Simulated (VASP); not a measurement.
```
ZnS
1.0
    0.00000     2.70320     2.70320
    2.70320     0.00000     2.70320
    2.70320     2.70320     0.00000
Zn S
1 1
Direct
  0.00000   0.00000   0.00000
  0.25000   0.25000   0.25000
```

The numbers are results of LDA (Ceperley-Alder, Perdew-Zunger), VASP's LDA PAW potentials (set 64) (plane waves; VASP), not measurements. Run with 520 eV cut-off, 9×9×9 Γ-centred mesh, Gaussian smearing of 0.050 eV, potentials Zn S.

### Question
Give the stress tensor in GPa (positive for a compressed cell).

### Answer

```
-4.44   0.00   0.00
 0.00  -4.44   0.00
 0.00   0.00  -4.44
```
The pressure is its mean diagonal, -4.44 GPa.

The compound is ZnS in the zinc blende structure. This cell is one point of a volume scan, at 1.06 of the reference volume.
